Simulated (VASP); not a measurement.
# SiN with LDA: from relaxation to properties, part 5 of 7

What structure does SiN take at this level, and what are its properties? The cell is invented: it takes the structure of a Materials Project entry for ZrN (space group 164 there), with some of its atoms replaced by other elements, volume scaled by an estimate. It may not be a known or stable phase.

VASP 6.6.1, plane waves and PAW; the level of theory is named at each step.

So far. Step 11 (Volume scan with LDA, volume scale 1): The pressure falls from 4.06 to -0.11 GPa, so it vanishes between these two volumes.

## (12) Volume scan with LDA, volume scale 1.02

Level of this step: LDA; plane waves and PAW (Si, N); invented cell (VASP).

The input, INCAR:

```
SYSTEM = SiN
PREC = Accurate
ENCUT = 520
EDIFF = 1E-06
NELM = 100
ISMEAR = 0
SIGMA = 0.05
LREAL = .FALSE.
ALGO = Normal
GGA = CA
NBANDS = 15
LORBIT = 11
LWAVE = .FALSE.
LCHARG = .FALSE.
KPAR = 2
ISIF = 2
```

The input, POSCAR:

```
SiN
1.0
    2.7276154317      0.0000000000      0.0000000000
   -1.3638077159      2.3621842527      0.0000000000
    0.0000000000      0.0000000000      5.2803228539
Si N
2 2
Direct
    0.6666666670      0.3333333330      0.7500000000
    0.3333333330      0.6666666670      0.2500000000
    0.0000000000      0.0000000000      0.0000000000
    0.0000000000      0.0000000000      0.5000000000
```

The input, KPOINTS:

```
Automatic mesh
0
Gamma
11 11 5
0 0 0
```

Potentials, in the order of the species: Si and N (LDA family, release 64).

Command:

```sh
$ mpirun -np 2 vasp_std
```

The program printed:

```text
[... set-up lines as in an earlier step ...]
 entering main loop
       N       E                     dE             d eps       ncg     rms          rms(c)
DAV:   1     0.374092775474E+02    0.37409E+02   -0.88299E+03  1448   0.112E+03
DAV:   2    -0.292624155063E+02   -0.66672E+02   -0.62692E+02  1922   0.188E+02
DAV:   3    -0.316304453246E+02   -0.23680E+01   -0.23525E+01  1937   0.350E+01
DAV:   4    -0.316429105872E+02   -0.12465E-01   -0.12462E-01  1748   0.284E+00
[...]
DAV:  10    -0.294205827350E+02   -0.22565E-04   -0.33377E-04  1958   0.125E-01    0.524E-02
DAV:  11    -0.294205760771E+02    0.66579E-05   -0.18783E-05  1888   0.316E-02    0.126E-02
DAV:  12    -0.294205758672E+02    0.20990E-06   -0.16553E-06  1740   0.103E-02
   1 F= -.29420576E+02 E0= -.29419676E+02  d E =-.179990E-02
```

The job ended after 5 s (2 MPI ranks of Intel Xeon 6975P-C (Granite Rapids), shared host; peak memory 0.24 GiB; 8.9 s of CPU time).

Parts of OUTCAR (step 12):

```text
  Total       -0.7438029     -0.7438029     -1.2121296      0.0000000     -0.0000000      0.0000000
  in kB      -35.0276562    -35.0276561    -57.0824017      0.0000000     -0.0000000      0.0000000
  external PRESSURE =     -42.3792380 kB  Pullay stress =       0.0000000 kB

 POSITION                                       TOTAL-FORCE (eV/Angst)
 -----------------------------------------------------------------------------------
      1.36381      0.78739      3.96024        -0.000000      0.000000      0.000000
     -0.00000      1.57479      1.32008         0.000000     -0.000000      0.000000
      0.00000      0.00000      0.00000         0.000000      0.000000      0.000000
      0.00000      0.00000      2.64016        -0.000000      0.000000      0.000000
 -----------------------------------------------------------------------------------
    total drift:                               -0.000000      0.000000     -0.000000

  FREE ENERGIE OF THE ION-ELECTRON SYSTEM (eV)
  ---------------------------------------------------
  free  energy   TOTEN  =       -29.4205758672 eV

  energy  without entropy=      -29.4187759668  energy(sigma->0) =      -29.41967592

[... 1 part as in an earlier step ...]

[... 2 further parts left out ...]
[key lines of the parts left out:]
E-fermi :  13.2782
```

The pressure falls from -0.11 to -4.24 GPa.

The run ends at a pressure of -4.24 GPa.

## (13) Volume scan with LDA, volume scale 1.04

INCAR is that of step 12.

The input, POSCAR:

```
SiN
1.0
    2.7453277165      0.0000000000      0.0000000000
   -1.3726638583      2.3775235413      0.0000000000
    0.0000000000      0.0000000000      5.3146116254
Si N
2 2
Direct
    0.6666666670      0.3333333330      0.7500000000
    0.3333333330      0.6666666670      0.2500000000
    0.0000000000      0.0000000000      0.0000000000
    0.0000000000      0.0000000000      0.5000000000
```

KPOINTS is that of step 12.

Command:

```sh
$ mpirun -np 2 vasp_std
```

The program printed:

```text
[... set-up lines as in an earlier step ...]
 entering main loop
       N       E                     dE             d eps       ncg     rms          rms(c)
DAV:   1     0.375159879348E+02    0.37516E+02   -0.88521E+03  1440   0.112E+03
DAV:   2    -0.291080720790E+02   -0.66624E+02   -0.62422E+02  1882   0.187E+02
DAV:   3    -0.315889320798E+02   -0.24809E+01   -0.24650E+01  2007   0.358E+01
DAV:   4    -0.316026476157E+02   -0.13716E-01   -0.13711E-01  1699   0.299E+00
[...]
DAV:   9    -0.293954935578E+02    0.29592E-02   -0.34322E-03  1923   0.453E-01    0.905E-02
DAV:  10    -0.293955127955E+02   -0.19238E-04   -0.28548E-04  1909   0.119E-01    0.494E-02
DAV:  11    -0.293955120268E+02    0.76875E-06   -0.38200E-06  1972   0.154E-02
   1 F= -.29395512E+02 E0= -.29394539E+02  d E =-.194627E-02
```

Wall time 4.4 s (2 MPI ranks); peak memory 0.25 GiB.

Parts of OUTCAR (step 13):

```text
  Total       -1.4116691     -1.4116691     -2.3889221      0.0000000     -0.0000000      0.0000000
  in kB      -65.2008015    -65.2008014   -110.3372162      0.0000000     -0.0000000      0.0000000
  external PRESSURE =     -80.2462730 kB  Pullay stress =       0.0000000 kB

 POSITION                                       TOTAL-FORCE (eV/Angst)
 -----------------------------------------------------------------------------------
      1.37266      0.79251      3.98596        -0.000000     -0.000000      0.000000
     -0.00000      1.58502      1.32865         0.000000      0.000000      0.000000
      0.00000      0.00000      0.00000         0.000000      0.000000      0.000000
      0.00000      0.00000      2.65731         0.000000      0.000000      0.000000
 -----------------------------------------------------------------------------------
    total drift:                               -0.000000      0.000000     -0.000000

  FREE ENERGIE OF THE ION-ELECTRON SYSTEM (eV)
  ---------------------------------------------------
  free  energy   TOTEN  =       -29.3955120268 eV

  energy  without entropy=      -29.3935657613  energy(sigma->0) =      -29.39453889

[... 1 part as in an earlier step ...]

[... 2 further parts left out ...]
[key lines of the parts left out:]
E-fermi :  12.9392
```

The pressure falls from -4.24 to -8.02 GPa.

The run ends at a pressure of -8.02 GPa.

## (14) Volume scan with LDA, volume scale 1.06

A prediction first. A parabola through the 6 pressures of evenly scaled cells so far, P = -0.21 -207.5 t +224 t² GPa with t = ln(V/V₁) and V₁ the volume at scale 1, gives -11.54 GPa at t = +0.0583.

INCAR is that of step 13.

The input, POSCAR:

```
SiN
1.0
    2.7628143518      0.0000000000      0.0000000000
   -1.3814071759      2.3926674116      0.0000000000
    0.0000000000      0.0000000000      5.3484635676
Si N
2 2
Direct
    0.6666666670      0.3333333330      0.7500000000
    0.3333333330      0.6666666670      0.2500000000
    0.0000000000      0.0000000000      0.0000000000
    0.0000000000      0.0000000000      0.5000000000
```

KPOINTS is that of step 13.

Command:

```sh
$ mpirun -np 2 vasp_std
```

The program printed:

```text
[... set-up lines as in an earlier step ...]
 entering main loop
       N       E                     dE             d eps       ncg     rms          rms(c)
DAV:   1     0.380151862226E+02    0.38015E+02   -0.87207E+03  1440   0.112E+03
DAV:   2    -0.292201209867E+02   -0.67235E+02   -0.63637E+02  1935   0.184E+02
DAV:   3    -0.315401805277E+02   -0.23201E+01   -0.23082E+01  2049   0.345E+01
DAV:   4    -0.315517342100E+02   -0.11554E-01   -0.11551E-01  1636   0.287E+00
[...]
DAV:  11    -0.293558760605E+02    0.30190E-04   -0.72398E-05  1860   0.654E-02    0.170E-02
DAV:  12    -0.293558767083E+02   -0.64783E-06   -0.13921E-05  1860   0.267E-02    0.113E-02
DAV:  13    -0.293558759349E+02    0.77344E-06   -0.18298E-06  1410   0.104E-02
   1 F= -.29355876E+02 E0= -.29354619E+02  d E =-.251377E-02
```

It took 5.2 s on 2 MPI ranks; peak memory 0.26 GiB; 9.3 s of CPU time.

OUTCAR, selected parts (step 14):

```text
  Total       -2.0210745     -2.0210745     -3.3773268      0.0000000     -0.0000000      0.0000000
  in kB      -91.5861536    -91.5861533   -153.0455064      0.0000000     -0.0000000      0.0000000
  external PRESSURE =    -112.0726044 kB  Pullay stress =       0.0000000 kB

 POSITION                                       TOTAL-FORCE (eV/Angst)
 -----------------------------------------------------------------------------------
      1.38141      0.79756      4.01135        -0.000000      0.000000      0.000000
     -0.00000      1.59511      1.33712         0.000000     -0.000000      0.000000
      0.00000      0.00000      0.00000        -0.000000      0.000000      0.000000
      0.00000      0.00000      2.67423         0.000000      0.000000      0.000000
 -----------------------------------------------------------------------------------
    total drift:                               -0.000000      0.000000     -0.000000

  FREE ENERGIE OF THE ION-ELECTRON SYSTEM (eV)
  ---------------------------------------------------
  free  energy   TOTEN  =       -29.3558759349 eV

  energy  without entropy=      -29.3533621614  energy(sigma->0) =      -29.35461905

[... 1 part as in an earlier step ...]

[... 2 further parts left out ...]
[key lines of the parts left out:]
E-fermi :  12.6008
```

The pressure falls from -8.02 to -11.21 GPa. The parabola predicted -11.54 GPa, -0.33 GPa off.

## (15) Comparing the runs

Times are for 2 MPI ranks of Intel Xeon 6975P-C (Granite Rapids), shared host. The series side by side:

| no. | volume scale | energy above the lowest point (meV/atom) | pressure (GPa) | time | memory (GiB) |
| --- | --- | --- | --- | --- | --- |
| 1 | 0.94 | 20.31 | 13.55 | 5 s | 0.24 |
| 2 | 0.96 | 8.89 | 8.525 | 5 s | 0.25 |
| 3 | 0.98 | 2.22 | 4.058 | 6.4 s | 0.24 |
| 4 | 1 | 0 | -0.1057 | 5 s | 0.24 |
| 5 | 1.02 | 2.09 | -4.238 | 5 s | 0.24 |
| 6 | 1.04 | 8.38 | -8.025 | 4.4 s | 0.25 |
| 7 | 1.06 | 18.36 | -11.21 | 5.2 s | 0.26 |

## (16) Fit for LDA

This step: Birch-Murnaghan fit, LDA; plane waves and PAW; invented cell (VASP 6.6.1).

This step runs nothing: it gathers the runs above.

The fit is poor or the pressure derivative of its modulus unusual (most solids lie near 4 to 5), which can come from the mesh or from a state that changes along the scan.

This step gave:

```yaml
pressure_derivative_of_the_bulk_modulus: 1.560
r_m_s_error_of_the_fit: 2.82e-5 eV/atom
minimum_inside_the_sampled_range: yes
bulk_modulus: 206.3 GPa
equilibrium_volume_of_the_fit: 8.338 Å³/atom
```

Table of energy above the fitted minimum by volume:

| volume (Å³/atom) | energy above the fitted minimum (eV/atom) |
| --- | --- |
| 7.838 | 0.0203 |
| 8.005 | 0.00887 |
| 8.172 | 0.00220 |
| 8.339 | -1.7e-5 |
| 8.505 | 0.00208 |
| 8.672 | 0.00836 |
| 8.839 | 0.0183 |

The fitted volume lies -0.00 % from the relaxed one.

(Continued in part 6 of 7.)

[Lines on the potential files, build, host, timing and source positions are cut from VASP's logs without a mark.]

[Logs are printed without paths, hosts, clocks, repeated set-up lines and the standing remarks that a program may print on its own settings, such as how far it seeks lower states.]

[Hosts, paths, dates, database ids (printed as entryN), source tags and the programs' standing remarks are cut or masked in the printed files.]

[A measured line is paired with the nearest computed mode of its activity, which favours agreement.]
